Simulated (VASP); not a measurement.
These are PBEsol GGA, VASP's PBE PAW potentials (set 64) (plane waves; VASP) values and carry that method's errors.

The input files of a VASP run:

POSCAR:
```
W(110) slab
1
    2.7342246644    -0.0000000000    -0.0000000000
   -0.9114078884     2.5778517997     0.0000000000
    0.0000000000     0.0000000000    26.1491875586
W
5
Direct
  0.5000000000   0.5000000000   0.3292500000
  0.0000000000   0.0000000000   0.4146250000
  0.5000000000   0.5000000000   0.5000000000
  0.0000000000   0.0000000000   0.5853750000
  0.5000000000   0.5000000000   0.6707500000
```

**INCAR**
```
ALGO  =  Normal
DIPOL  =  0.5 0.5 0.5
EDIFF  =  1E-5
EDIFFG  =  -0.03
ENCUT  =  400
GGA  =  PS
IBRION  =  2
IDIPOL  =  3
ISIF  =  2
ISMEAR  =  1
LASPH  =  .TRUE.
LCHARG  =  .FALSE.
LDIPOL  =  .TRUE.
LMAXMIX  =  6
LREAL  =  .FALSE.
LWAVE  =  .TRUE.
NELM  =  100
NELMIN  =  4
NSW  =  50
PREC  =  Normal
SIGMA  =  0.1
SYSTEM  =  W(110) slab
```

### KPOINTS
```
Automatic mesh
0
Gamma
11 11 1
0 0 0
```

POTCAR, in this order: W_sv (PBE.64 set). Program: vasp_std.

Output

File OUTCAR:
```
 ion  position               nearest neighbor table
   1  0.500  0.500  0.329-   2 2.73   2 2.73   2 3.16   2 3.16
   2  0.000  0.000  0.415-   1 2.73   3 2.73   1 2.73   3 2.73   1 3.16   3 3.16   1 3.16   3 3.16
  LATTYP: Found a base centered orthorhombic cell.
 ALAT       =     3.1572109369
 B/A-ratio  =     1.4142133783
 C/A-ratio  =     8.2823694968
 Subroutine PRICEL returns:
 Original cell was already a primitive cell.
 Subroutine GETGRP returns: Found  8 space group operations
The static configuration has the point symmetry D_2h.
The dynamic configuration has the point symmetry D_2h.
 Subroutine INISYM returns: Found  8 space group operations
 Subroutine IBZKPT returns following result:
 Found     36 irreducible k-points:

 Following reciprocal coordinates:
            Coordinates               Weight
  0.000000  0.000000  0.000000      1.000000
  0.090909  0.000000  0.000000      4.000000
  0.181818 -0.000000  0.000000      4.000000
  0.272727 -0.000000  0.000000      4.000000
  0.363636 -0.000000  0.000000      4.000000
  0.454545 -0.000000  0.000000      4.000000
  0.090909  0.090909  0.000000      2.000000
...
```

**OSZICAR**
```
       N       E                     dE             d eps       ncg     rms          rms(c)
DAV:   1     0.789803774200E+03    0.78980E+03   -0.40751E+04  3720   0.141E+03
DAV:   2    -0.358036305619E+02   -0.82561E+03   -0.81319E+03  3418   0.484E+02
DAV:   3    -0.685617952420E+02   -0.32758E+02   -0.31939E+02  3780   0.986E+01
DAV:   4    -0.697243811773E+02   -0.11626E+01   -0.11480E+01  3976   0.172E+01
DAV:   5    -0.697665038681E+02   -0.42123E-01   -0.41500E-01  4216   0.304E+00    0.451E+01
DAV:   6    -0.677027699565E+02    0.20637E+01   -0.18794E+01  4040   0.256E+01    0.190E+01
DAV:   7    -0.866650985618E+02   -0.18962E+02   -0.13874E+02  4404   0.516E+01    0.211E+01
DAV:   8    -0.652009786688E+02    0.21464E+02   -0.17696E+02  4246   0.317E+01    0.247E+00
DAV:   9    -0.659006895437E+02   -0.69971E+00   -0.90770E+00  3850   0.909E+00    0.227E+00
DAV:  10    -0.659127394430E+02   -0.12050E-01   -0.31672E-01  3910   0.182E+00    0.198E+00
DAV:  11    -0.658412961945E+02    0.71443E-01   -0.13073E-01  3994   0.236E+00    0.135E+00
DAV:  12    -0.658191452232E+02    0.22151E-01   -0.45529E-02  4018   0.184E+00    0.102E+00
DAV:  13    -0.658015874139E+02    0.17558E-01   -0.19523E-01  3974   0.337E+00    0.436E-01
DAV:  14    -0.657980237660E+02    0.35636E-02   -0.21691E-02  3854   0.111E+00    0.169E-01
DAV:  15    -0.657974153730E+02    0.60839E-03   -0.51696E-03  4108   0.536E-01    0.427E-02
DAV:  16    -0.657974993881E+02   -0.84015E-04   -0.57998E-04  3918   0.141E-01    0.358E-02
DAV:  17    -0.657975456235E+02   -0.46235E-04   -0.75328E-05  3512   0.570E-02    0.330E-02
DAV:  18    -0.657975344293E+02    0.11194E-04   -0.13962E-04  3366   0.101E-01    0.175E-02
DAV:  19    -0.657976083922E+02   -0.73963E-04   -0.34156E-05  2670   0.344E-02    0.103E-02
DAV:  20    -0.657976418886E+02   -0.33496E-04   -0.66451E-06  2062   0.198E-02    0.691E-03
DAV:  21    -0.657976629259E+02   -0.21037E-04   -0.98947E-06  2448   0.223E-02    0.298E-03
DAV:  22    -0.657976736470E+02   -0.10721E-04   -0.24522E-06  1822   0.772E-03    0.201E-03
DAV:  23    -0.657976781276E+02   -0.44806E-05   -0.81013E-07  1764   0.366E-03
   1 F= -.65797678E+02 E0= -.65799370E+02  d E =-.657977E+02
       N       E                     dE             d eps       ncg     rms          rms(c)
DAV:   1    -0.656388174559E+02    0.15886E+00   -0.13651E+01  3412   0.465E+01    0.142E+00
DAV:   2    -0.658462826392E+02   -0.20747E+00   -0.22464E+00  3048   0.914E+00    0.101E+00
DAV:   3    -0.658440479840E+02    0.22347E-02   -0.88915E-02  3850   0.215E+00    0.572E-01
DAV:   4    -0.658629603105E+02   -0.18912E-01   -0.17928E-01  4038   0.358E+00    0.611E-01
DAV:   5    -0.658418016813E+02    0.21159E-01   -0.97976E-02  4080   0.230E+00    0.114E-01
DAV:   6    -0.658417311270E+02    0.70554E-04   -0.59590E-03  4070   0.570E-01    0.110E-01
DAV:   7    -0.658415199560E+02    0.21117E-03   -0.12829E-03  3822   0.337E-01    0.351E-02
DAV:   8    -0.658415165232E+02    0.34328E-05   -0.15069E-04  3864   0.100E-01    0.143E-02
DAV:   9    -0.658415182253E+02   -0.17021E-05   -0.17937E-05  2312   0.330E-02
   2 F= -.65841518E+02 E0= -.65842244E+02  d E =-.438401E-01
       N       E                     dE             d eps       ncg     rms          rms(c)
DAV:   1    -0.658414192772E+02    0.97246E-04   -0.93466E-03  3442   0.122E+00    0.381E-02
DAV:   2    -0.658415590764E+02   -0.13980E-03   -0.14913E-03  3080   0.238E-01    0.270E-02
DAV:   3    -0.658415603437E+02   -0.12673E-05   -0.83679E-05  3306   0.706E-02    0.176E-02
DAV:   4    -0.658415685419E+02   -0.81982E-05   -0.13639E-04  3342   0.971E-02    0.162E-02
DAV:   5    -0.658415582283E+02    0.10314E-04   -0.59230E-05  2904   0.622E-02    0.353E-03
DAV:   6    -0.658415585835E+02   -0.35520E-06   -0.45435E-06  1984   0.179E-02
   3 F= -.65841559E+02 E0= -.65842250E+02  d E =-.438805E-01
       N       E                     dE             d eps       ncg     rms          rms(c)
DAV:   1    -0.658359963940E+02    0.55618E-02   -0.68947E-01  3438   0.108E+01    0.248E-01
DAV:   2    -0.658460024074E+02   -0.10006E-01   -0.11136E-01  3060   0.213E+00    0.186E-01
DAV:   3    -0.658461378325E+02   -0.13543E-03   -0.10147E-02  3936   0.917E-01    0.145E-01
DAV:   4    -0.658456708844E+02    0.46695E-03   -0.33224E-03  4042   0.458E-01    0.912E-02
DAV:   5    -0.658456701528E+02    0.73158E-06   -0.45436E-04  3620   0.197E-01    0.169E-02
DAV:   6    -0.658456653835E+02    0.47694E-05   -0.91430E-05  3420   0.718E-02
   4 F= -.65845665E+02 E0= -.65846346E+02  d E =-.410680E-02
       N       E                     dE             d eps       ncg     rms          rms(c)
DAV:   1    -0.657651489429E+02    0.80521E-01   -0.62019E+00  3434   0.323E+01    0.755E-01
DAV:   2    -0.658558551064E+02   -0.90706E-01   -0.10112E+00  3046   0.642E+00    0.568E-01
DAV:   3    -0.658568549989E+02   -0.99989E-03   -0.93297E-02  3944   0.294E+00    0.435E-01
DAV:   4    -0.658528535460E+02    0.40015E-02   -0.30081E-02  4072   0.137E+00    0.276E-01
DAV:   5    -0.658528031395E+02    0.50406E-04   -0.39558E-03  3576   0.597E-01    0.494E-02
DAV:   6    -0.658527655543E+02    0.37585E-04   -0.68736E-04  3650   0.175E-01    0.252E-02
DAV:   7    -0.658527671390E+02   -0.15847E-05   -0.75838E-05  3610   0.771E-02
   5 F= -.65852767E+02 E0= -.65853355E+02  d E =-.112086E-01
       N       E                     dE             d eps       ncg     rms          rms(c)
DAV:   1    -0.658418599948E+02    0.10906E-01   -0.82049E-01  3434   0.118E+01    0.276E-01
DAV:   2    -0.658536437013E+02   -0.11784E-01   -0.13204E-01  3046   0.232E+00    0.203E-01
DAV:   3    -0.658538422060E+02   -0.19850E-03   -0.10790E-02  3926   0.960E-01    0.155E-01
DAV:   4    -0.658533707154E+02    0.47149E-03   -0.39523E-03  4034   0.505E-01    0.102E-01
DAV:   5    -0.658533615629E+02    0.91525E-05   -0.58206E-04  3758   0.232E-01    0.188E-02
DAV:   6    -0.658533559082E+02    0.56547E-05   -0.11032E-04  3444   0.790E-02    0.140E-02
DAV:   7    -0.658533546306E+02    0.12776E-05   -0.18181E-05  2426   0.446E-02
   6 F= -.65853355E+02 E0= -.65853889E+02  d E =-.117960E-01
```

File OUTCAR:
```
------------------------ aborting loop because EDIFF is reached ----------------------------------------
  FORCE on cell =-STRESS in cart. coord.  units (eV):
  Direction    XX          YY          ZZ          XY          YZ          ZX
  --------------------------------------------------------------------------------------
  Total       -3.6335782     -3.8643863     -0.0553974     -0.3264122      0.0000000      0.0000000
  in kB      -31.5860091    -33.5923798     -0.4815592     -2.8374397      0.0000000      0.0000000
  external PRESSURE =     -21.8866494 kB  Pullay stress =       0.0000000 kB
  volume of cell :      184.31
      direct lattice vectors                 reciprocal lattice vectors
     2.734224664  0.000000000  0.000000000     0.365734394  0.129306584  0.000000000
    -0.911407888  2.577851800  0.000000000     0.000000000  0.387919895  0.000000000
     0.000000000  0.000000000 26.149187559     0.000000000  0.000000000  0.038242106
 POSITION                                       TOTAL-FORCE (eV/Angst)
 -----------------------------------------------------------------------------------
      0.91141      1.28893      8.68867         0.000000      0.000000     -0.010608
     -0.00000      0.00000     10.84111         0.000000      0.000000      0.014469
      0.91141      1.28893     13.07459         0.000000      0.000000     -0.000000
      1.82282      2.57785     15.30807         0.000000     -0.000000     -0.014469
      0.91141      1.28893     17.46052        -0.000000      0.000000      0.010608
 -----------------------------------------------------------------------------------
    total drift:                                0.000000     -0.000000      0.000000
  FREE ENERGIE OF THE ION-ELECTRON SYSTEM (eV)
  ---------------------------------------------------
  free  energy   TOTEN  =       -65.8533546306 eV

  energy  without entropy=      -65.8549572685  energy(sigma->0) =      -65.85388884

 reached required accuracy - stopping structural energy minimisation
```
(Selected blocks of OUTCAR.)

File CONTCAR:
```
W(110) slab
   1.00000000000000
     2.7342246644000001    0.0000000000000000    0.0000000000000000
    -0.9114078884000000    2.5778517996999999    0.0000000000000000
     0.0000000000000000    0.0000000000000000   26.1491875586000013
  W
     5
Direct
     0.5000000000000000    0.5000000000000000    0.3322730749547628
     0.0000000000000000    0.0000000000000000    0.4145870564265296
     0.5000000000000000    0.5000000000000000    0.5000000000000000
     1.0000000000000000    1.0000000000000000    0.5854129435734704
     0.5000000000000000    0.5000000000000000    0.6677269250452371
```

The cell is a thin slab with vacuum, built from W (bcc): (110) face.
